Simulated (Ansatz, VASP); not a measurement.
# Mg (Magnesium) in two plane-wave programs

One calculation is typed for both programs; each brings its own data sets. How far apart do they land? The cell is taken from a series of runs on this material, whose earlier steps may have relaxed, scaled, displaced or heated it; both programs get it as it stands.

Program: Ansatz 0.2.0. Level of theory: plane waves, with VASP 6.6.1 beside it; relaxation of cell and atoms at PBEsol. Results are calculated unless marked as measured.

### 1. The structure

The structure is hexagonal, space group P6_3/mmc (No. 194). The conventional cell has a = 3.178 Å, b = 3.178 Å, c = 5.144 Å, α = 90.00°, β = 90.00°, γ = 120.00°. Nearest to Mg lie 12 Mg at 3.16 to 3.18 Å.

### 2. Ansatz: relaxation of cell and atoms, PBEsol

Ansatz runs on its PAW soft_1 files.

The relaxed volume is the usual yardstick between codes: in a stiff, nearly cubic crystal its relative difference is about their pressure difference at one cell divided by the bulk modulus.

input.yaml

```yaml
crystal:
  lattice:
    - [3.1776829491, 0.0, 0.0]
    - [-1.5888414745, 2.7519541591, 0.0]
    - [0.0, 0.0, 5.1436825348]
  atoms:
    - { symbol: Mg, position: [0.3333333333, 0.6666666667, 0.25] }
    - { symbol: Mg, position: [0.6666666667, 0.3333333333, 0.75] }
kpoints:
  mp_grid: { grid: [18, 18, 10] }
hamiltonian:
  xc: pbesol
  pseudopotentials: { kind: paw, azcp: { folder: soft_1 }, xc_functional: pbe }
scf:
  occupations: { method: methfessel_paxton, width: 0.2 }
output:
  forces: true
  stress: true
  eigenvalues: true
relax:
  adjacent_minimum: "off"
  f_tol: 0.001
  max_steps: 60
  cell: { stress_tol: 0.01 }
```

Started as:

```sh
> ansatz run input.yaml --threads 8 --pin off --max-ram 15360MiB --backend cpu --events-out ev --progress --plain --runs-dir out
```

Numbers of over 12 decimals in the logs are rounded to 6 here.

What it wrote:

```text
Engine: ansatz 0.2.0, aarch64-unknown-linux-gnu
Pseudopotentials: kind: paw
Pseudopotential: Mg, paw, valence charge 10, recommended cutoff 420 eV (normal), soft_1/Mg.paw.azcp
Functional definition: PBEsol
  exchange = pbesol_x
  correlation = pbesol_c
Crystal: 2 atoms, lattice volume = 44.981 Å³
Basis set: ecut = 420 eV, 881 PW (Γ), exchange–correlation on 48×48×72 points (8 copies of the dense FFT grid, shifted against one another)
Bands: 14, of which v1, the nominal top of the filled ones, is band 10 counted from 1 (9 counted from 0)
Symmetry: 24 space group operations
Space group: P63/mmc (ITA 194), of the structure as read, at distance tolerance 3.6e-5 Å
k-points: 222 of 3240
Non-local potential: Mg, projectors of the file, l = 0: 3, l = 1: 2, l = 2: 1
PAW form: soft (Blöchl's): semilocal exchange-correlation on the pseudo side does not see the compensation charge
PAW frozen core: Mg, regenerated for the run's functional, and the local potential with it (the file was generated under x = pbe(κ = 0.804, μ = 0.219515), c = pbe(β = 0.066725))
PAW one-centre angular grid: Mg, 110 points (default); XC on 64 Gauss nodes
Initial density: superposition of atomic densities (chi_scale 0.1, normalization cell)
Initial wavefunctions: pseudopotential atomic-orbital guess
Functional: x = pbesol(κ = 0.804, μ = 0.123457), c = pbesol(β = 0.046)
SCF iter   1: F=—  HF=-3824.134787 eV  |F-HF|=—  |Δ(HF+E_count)|=         —  Δρ=1.40e-2  dr2=1.17e-1  ethr=3.10e-3  ⟨swp⟩=5.0  Hψ=15425  notcnv=0
preconditioner: auto → none  [metal: Δε(μ)=0.030 eV  Ē_g=6.997 eV  σ=0.200 eV  W_gap=0.12  n_scr=8 (ndim 8)  ℏωp=11.1 eV  f_vac=0.000  D(μ)=0.89/eV (n_scr^D=2)  sad-step TF]
SCF iter   2: F=—  HF=-3824.123023 eV  |F-HF|=—  |Δ(HF+E_count)|=   1.18e-2  S|Δr|=    0.00e0  Δρ=9.82e-3  dr2=5.89e-2  ethr=5.83e-4  ⟨swp⟩=1.0  Hψ=4884  notcnv=0
SCF iter   3: F=—  HF=-3824.104604 eV  |F-HF|=—  |Δ(HF+E_count)|=   1.84e-2  S|Δr|=    0.00e0  Δρ=1.54e-3  dr2=1.40e-3  ethr=2.95e-4  ⟨swp⟩=1.2  Hψ=3148  notcnv=0
SCF iter   4: F=—  HF=-3824.104364 eV  |F-HF|=—  |Δ(HF+E_count)|=   2.39e-4  S|Δr|=    0.00e0  Δρ=1.63e-4  dr2=4.62e-6  ethr=7.01e-6  ⟨swp⟩=2.9  Hψ=5389  notcnv=0
SCF iter   5: F=—  HF=-3824.104356 eV  |F-HF|=—  |Δ(HF+E_count)|=   8.32e-6  S|Δr|=    0.00e0  Δρ=1.34e-5  dr2=1.86e-8  ethr=5.00e-10  ⟨swp⟩=5.1  Hψ=16303  notcnv=0
SCF iter   6: F=-3824.104356 eV  HF=-3824.104356 eV  |F-HF|=1.63e-9  |Δ(HF+E_count)|=   1.24e-8  S|Δr|=    0.00e0  Δρ=2.55e-6  dr2=8.55e-10  ethr=9.28e-11  ⟨swp⟩=1.8  Hψ=9354  notcnv=0
SCF 1 converged in 6 iterations: F = -3824.104356 eV  dr2 = 8.55e-10
  greatest PAW one-centre occupation: 1.000 electrons in one spin orbital (limit 2), on the Mg atom at site 1 (counted from 0), in its partial waves of l = 0
relax step   1: F+E_penalty+E_count = -3824.10435608 eV  Δ(F+E_penalty+E_count) = +0.000e0 eV  max|allowed force component| = 3.701e-17 eV/Å  Δτ_max = 0.0000 Å  P = +0.012 GPa  Ω = 44.981 Å³  (6 SCF iters, dr2 threshold 1.00e-7 eV, accepted)
[...]
relax step   2: F+E_penalty+E_count = -3824.10436031 eV  Δ(F+E_penalty+E_count) = -4.230e-6 eV  max|allowed force component| = 3.469e-17 eV/Å  Δτ_max = 0.0000 Å  P = +0.002 GPa  Ω = 44.993 Å³  energy of the carried Pulay correction = -4.098e-7 eV  (3 SCF iters, dr2 threshold 2.13e-9 eV, accepted)
[...]
relax step   3: F+E_penalty+E_count = -3824.10436209 eV  Δ(F+E_penalty+E_count) = -1.773e-6 eV  max|allowed force component| = 6.708e-17 eV/Å  Δτ_max = 0.0000 Å  P = +0.004 GPa  Ω = 44.990 Å³  energy of the carried Pulay correction = -3.488e-7 eV  (3 SCF iters, dr2 threshold 7.26e-10 eV, accepted)
[...]
relax step   4: F+E_penalty+E_count = -3824.10436267 eV  Δ(F+E_penalty+E_count) = -5.807e-7 eV  max|allowed force component| = 5.551e-17 eV/Å  Δτ_max = 0.0000 Å  P = +0.004 GPa  Ω = 44.990 Å³  stress off target by 5.11e-3 GPa  SCF on the basis re-selected at this cell (its energy is not comparable with the rows above)  (4 SCF iters)
basis re-selected at this cell: Δ(F+E_penalty+E_count) = -5.807e-7 eV, ΔP = -0.000 GPa vs the last step (what re-selecting the basis moved, of the pressure what is left beyond the Pulay correction that the steps carried, after the strain that the cell walked since its last selection, with what the two solves' SCF thresholds leave and, on support functions, any second-order correction that the steps lacked; it is no m [...]
SCF converged after 4 iterations
Stability not checked: this state was not tested for a lower state beside it, because cold or Methfessel-Paxton smearing, or corrected tetrahedra, fill the levels in a way that the test cannot read (fill_not_monotonic; see scf.lower_state_search)
Free energy (F): -3824.104363 eV
Harris-Foulkes:  -3824.104363 eV  (|F-HF|=4.55e-13)
Internal energy: -3824.103365 eV  (E = F + TS)
E sigma→0 (E₀):  -3824.104113 eV
Entropy (-TS):   -0.000998 eV (-0.499 meV/atom)
Fermi energy:    5.721238 eV
--- Per-component energies (eV) ---
  E_band       = -709.664111
  E_kinetic    = 138.591594
  E_local      = -3411.877315  (includes V_loc(G=0)·N_el)
  E_nonlocal   = 391.942545
  E_hartree    = 1161.901048
  E_xc         = -51.502211
  E_vxc        = -66.744057  (∫ρ·V_xc dr)
  E_paw        = -580.051047  (= ΣΔE_a)
  E_vpaw       = -85.378684  (= ΣTr[D̂ρ^β])
  E_aug_tail   = -0.000291  (compensation charges beyond the density's cutoff)
  E_ewald      = -1473.225413
  E_core_change = 0.117725  (= ΣΔE_core)
  E_smearing   = -0.000998  (= −TS)
  E_closure    = 0.000000  (closes the sum)
  Σ components = -3824.104363   (vs F -3824.104363, Δ=0.00e0)
--- Forces (eV/Å), atoms counted from 1 ---
  atom   1  Mg    -0.00000000     0.00000000     0.00000000
  atom   2  Mg     0.00000000    -0.00000000    -0.00000000
  max |Σ_I F_I| component: 1.85e-17 eV/Å
--- Stress (GPa, compression-positive) ---
        0.002713      -0.000000       0.000000
       -0.000000       0.002713       0.000000
        0.000000       0.000000       0.005108
  P = ⅓ Tr σ = 0.0035 GPa (0.035 kbar)
--- Band table (eV; the first three rows and the last of 222) ---
  k-point 0: bands = [... 6 lower, -36.8136, -36.8136, -1.2841, 4.0391, 4.5310, 16.7243, 16.7243, 16.8725]
  k-point 1: bands = [... 6 lower, -36.8137, -36.8137, -1.2268, 3.2234, 5.4449, 16.7690, 16.7690, 16.9102]
  k-point 2: bands = [... 6 lower, -36.8141, -36.8141, -1.0551, 2.3035, 6.6595, 15.7163, 16.8999, 16.8999]
  k-point 221: bands = [... 6 lower, -36.8211, -36.8211, 5.9172, 5.9172, 6.3840, 6.3840, 7.3146, 7.3146]
--- Relaxed structure (3 steps of the walk, 3 accepted, 1 SCFs on fresh bases) ---
  F+E_penalty+E_count = -3824.10436267 eV   max|allowed force component| = 5.551e-17 eV/Å   (the final SCF, on the basis selected at the relaxed cell)
  cell:  # Å, volume = 44.9905 Å³
    - [3.179272, -2.8882008848077548e-11, 0]
    - [-1.589636, 2.753331, 0]
    - [0, 0, 5.139662]
  atoms:
    - { symbol: Mg, position: [0.333333, 0.666667, 0.25] }
    - { symbol: Mg, position: [0.666667, 0.333333, 0.75] }
```

Reading the cycles: dr2 is the Hartree energy of the density residual (eV), the measure of convergence; HF is the Harris–Foulkes estimate of the energy, which meets the free energy F at convergence.

### 3. VASP: relaxation of cell and atoms, PBEsol

The same cell, functional, mesh and smearing now go to VASP, with its own data sets.

Lines of VASP's logs that name or quote its potential files are left out, and so is its time.

INCAR

```
SYSTEM = Mg
PREC = Accurate
ENCUT = 600
EDIFF = 1E-07
NELM = 120
ISMEAR = 1
SIGMA = 0.2
LREAL = .FALSE.
ALGO = Normal
GGA = PS
NBANDS = 8
LORBIT = 11
LWAVE = .FALSE.
LCHARG = .FALSE.
ISIF = 3
IBRION = 2
NSW = 80
EDIFFG = -0.005
LASPH = .TRUE.
GGA_COMPAT = .FALSE.
NELMIN = 4
```

POSCAR

```
Mg
1.0
    3.1776830000      0.0000000000      0.0000000000
   -1.5888410000      2.7519540000      0.0000000000
    0.0000000000      0.0000000000      5.1436830000
Mg
2
Direct
    0.3333332284      0.6666666667      0.2500000486
    0.6666664569      0.3333333333      0.7499999514
```

KPOINTS

```
Automatic mesh
0
Gamma
18 18 10
0 0 0
```

The projector-augmented-wave data sets are Mg (PBE family, release 64).

Started as:

```sh
> mpirun -np 1 vasp_std
```

What it wrote:

```text
[banner, memory and clock lines left out]
running    1 mpi-ranks, on    1 nodes
 distrk:  each k-point on    1 cores,    1 groups
 distr:  one band on    1 cores,    1 groups

 POSCAR found type information on POSCAR Mg
 POSCAR found :  1 types and       2 ions
|                                                                             |
|               ----> ADVICE to this user running VASP <----                  |
|                                                                             |
|     You enforced a specific xc type in the INCAR file but a different       |
|     [... a line on the potential file left out ...]
|     I HOPE YOU KNOW WHAT YOU ARE DOING!                                     |
|                                                                             |

 LDA part: xc-table for (Slater+PW92), standard interpolation
 POSCAR, INCAR and KPOINTS ok, starting setup
 FFT: planning ... GRIDC
 FFT: planning ... GRID_SOFT
 FFT: planning ... GRID
 WAVECAR not read
 entering main loop
       N       E                     dE             d eps       ncg     rms          rms(c)
DAV:   1    -0.699556491395E+00   -0.69956E+00   -0.14030E+03  3552   0.396E+02
DAV:   2    -0.345179715313E+01   -0.27522E+01   -0.26881E+01  4776   0.235E+01
DAV:   3    -0.346766095715E+01   -0.15864E-01   -0.15829E-01  4872   0.233E+00
DAV:   4    -0.346769256535E+01   -0.31608E-04   -0.31608E-04  4936   0.896E-02
DAV:   5    -0.346769266526E+01   -0.99904E-07   -0.99996E-07  4872   0.369E-03    0.963E-01
DAV:   6    -0.345714338622E+01    0.10549E-01   -0.57450E-04  4248   0.178E-01    0.613E-01
DAV:   7    -0.344761728137E+01    0.95261E-02   -0.23833E-03  3800   0.325E-01    0.313E-02
DAV:   8    -0.344762196702E+01   -0.46856E-05   -0.17069E-05  5504   0.294E-02    0.631E-03
DAV:   9    -0.344762168577E+01    0.28125E-06   -0.90002E-07  4080   0.453E-03    0.577E-04
DAV:  10    -0.344762155225E+01    0.13352E-06   -0.35148E-09  3560   0.368E-04    0.131E-04
DAV:  11    -0.344762154430E+01    0.79562E-08   -0.27256E-10  2296   0.128E-04
   1 F= -.34476215E+01 E0= -.34473006E+01  d E =-.344762E+01
 curvature:   0.00 expect dE= 0.000E+00 dE for cont linesearch  0.000E+00
 trial: gam= 0.00000 g(F)=  0.112E-44 g(S)=  0.654E-05 ort = 0.000E+00 (trialstep = 0.100E+01)
 search vector abs. value=  0.654E-05
 bond charge predicted
       N       E                     dE             d eps       ncg     rms          rms(c)
DAV:   1    -0.344762654525E+01   -0.49930E-05   -0.15882E-05  4808   0.179E-02    0.158E-03
DAV:   2    -0.344762655225E+01   -0.69980E-08   -0.66797E-08  3984   0.154E-03    0.988E-04
DAV:   3    -0.344762659709E+01   -0.44846E-07   -0.23174E-08  2640   0.542E-04    0.366E-05
DAV:   4    -0.344762659525E+01    0.18477E-08   -0.51266E-10  2024   0.141E-04
   2 F= -.34476266E+01 E0= -.34473062E+01  d E =-.505095E-05
 trial-energy change:   -0.000005  1 .order   -0.000005   -0.000007   -0.000003
 step:   2.0351(harm=  2.0351)  dis= 0.00000  next Energy=    -3.447628 (dE=-0.666E-05)
 reached required accuracy - stopping structural energy minimisation
```

Parts of OUTCAR (step 3):

```text
ion  position               nearest neighbor table
   1  0.333  0.667  0.250-   2 3.16   2 3.16   2 3.16   2 3.16   2 3.16   2 3.16
   2  0.667  0.333  0.750-   1 3.16   1 3.16   1 3.16   1 3.16   1 3.16   1 3.16

  LATTYP: Found a hexagonal cell.
 ALAT       =     3.1776830000
 C/A-ratio  =     1.6186897812

 Subroutine GETGRP returns: Found 24 space group operations
 (whereof 12 operations were pure point group operations)

The static configuration has the point symmetry D_3d.
 The point group associated with its full space group is D_6h.

 Found    222 irreducible k-points:

   k-points           NKPTS =    222   k-points in BZ     NKDIM =    222   number of bands    NBANDS=      8

   dimension x,y,z NGX =    28 NGY =   28 NGZ =   42
   dimension x,y,z NGXF=    56 NGYF=   56 NGZF=   84

   ENCUT  =  600.0 eV  44.10 Ry    6.64 a.u.   6.35  6.35 10.27*2*pi/ulx,y,z

   NELECT =       4.0000    total number of electrons

 k-points in reciprocal lattice and weights: Automatic mesh
   0.00000000  0.00000000  0.00000000       0.000
   0.05555556  0.00000000  0.00000000       0.002
   0.11111111  0.00000000  0.00000000       0.002
   0.16666667  0.00000000  0.00000000       0.002
   0.22222222 -0.00000000  0.00000000       0.002
   0.27777778  0.00000000  0.00000000       0.002
   0.33333333  0.00000000  0.00000000       0.002
   0.38888889  0.00000000  0.00000000       0.002
   0.44444444 -0.00000000  0.00000000       0.002
[...]
0.33333333  0.27777778  0.50000000       0.004
   0.33333333  0.33333333  0.50000000       0.001

 average (electrostatic) potential at core
       1 -38.7874       2 -38.7874

 E-fermi :   2.6927

 k-point     1 :       0.0000    0.0000    0.0000
  band No.  band energies     occupation
      1      -4.3183      2.00000
      2       0.9989      2.00000
      3       1.4961      2.00000
      4      13.7131      0.00000
      5      13.7131      0.00000
      6      13.8655      0.00000
      7      13.8655      0.00000
      8      14.6590      0.00000

 k-point     2 :       0.0556    0.0000    0.0000
  band No.  band energies     occupation
      1      -4.2568      2.00000
      2       1.0549      2.00000
      3       1.5558      2.00000
      4      12.2955      0.00000
      5      12.9189      0.00000
      6      13.7011      0.00000
      7      14.7454      0.00000
      8      15.3330      0.00000

 k-point     3 :       0.1111    0.0000    0.0000
  band No.  band energies     occupation
      1      -4.0726      2.00000
      2       1.2229      2.00000
      3       1.7338      2.00000
      4      10.5747      0.00000
      5      12.1520      0.00000
      6      12.9391      0.00000
      7      15.3332      0.00000
      8      15.5355      0.00000

  Total        0.0021235      0.0021235     -0.0087359      0.0000000      0.0000000     -0.0000000
  in kB        0.0756729      0.0756729     -0.3113075      0.0000000      0.0000000     -0.0000000
  external PRESSURE =      -0.0533205 kB  Pullay stress =       0.0000000 kB

  energy-cutoff  :      600.00
  volume of cell :       44.96
      direct lattice vectors                 reciprocal lattice vectors
     3.177590364 -0.000000000  0.000000000     0.314703875  0.181694323  0.000000000
    -1.588794682  2.751873775 -0.000000000     0.000000000  0.363388760  0.000000000
     0.000000000  0.000000000  5.141650571    -0.000000000 -0.000000000  0.194490074

 POSITION                                       TOTAL-FORCE (eV/Angst)
 -----------------------------------------------------------------------------------
     -0.00000      1.83458      1.28541        -0.000000      0.000000      0.000000
      1.58879      0.91729      3.85624         0.000000     -0.000000     -0.000000
 -----------------------------------------------------------------------------------
    total drift:                               -0.000006      0.000000     -0.000001

  FREE ENERGIE OF THE ION-ELECTRON SYSTEM (eV)
  ---------------------------------------------------
  free  energy   TOTEN  =        -3.4476265952 eV

  energy  without entropy=       -3.4466655309  energy(sigma->0) =       -3.44730624

 reached required accuracy - stopping structural energy minimisation

 total charge
# of ion       s       p       d       tot
------------------------------------------
    1        0.209   0.130   0.012   0.351
    2        0.209   0.130   0.012   0.351
--------------------------------------------------
tot          0.417   0.260   0.024   0.701

[... 3 further parts left out ...]
```

### 4. Side by side

Known differences besides the potentials themselves: the data sets hold 20 valence electrons in Ansatz (on its PAW soft_1 files) and 4 in VASP; the cutoff is 420 eV in Ansatz and 600 eV in VASP; Ansatz makes its cores anew for this functional, VASP keeps those of its PBE data sets; Ansatz adds a Pulay correction to the stress that steers its cell, VASP none. Total energies have different zeros and are not compared.

The two programs side by side:

| quantity | Ansatz | VASP | difference |
| --- | --- | --- | --- |
| volume (Å³) | 44.99 | 44.96 | +0.07 % |
| edge a after relaxation, in the typed setting (Å) | 3.179 | 3.178 | +0.05 % |
| edge c after relaxation, in the typed setting (Å) | 5.140 | 5.142 | -0.04 % |

### 5. Results

| Quantity | Value |
| --- | --- |
| difference in volume (relaxation of cell and atoms, PBEsol) | 0.067 % |

What this shows: The difference in volume is 0.067 % (relaxation of cell and atoms, PBEsol), within the 1.2 % picked in this series as the mark of a large difference, as far as the stopping tolerances let one tell. The data sets hold unlike numbers of valence electrons (20 in Ansatz and 4 in VASP), so part of the differences comes from the potentials. Such differences can come from data sets, numerical settings and the points named under the comparisons, not from the functional's error against experiment.

[Lines on the potential files, build, host, timing and source positions are cut from VASP's logs without a mark.]

[Logs are printed without paths, hosts, clocks, repeated set-up lines and the standing remarks that a program may print on its own settings, such as how far it seeks lower states.]

[Hosts, paths, dates, database ids (printed as entryN), source tags and the programs' standing remarks are cut or masked in the printed files.]
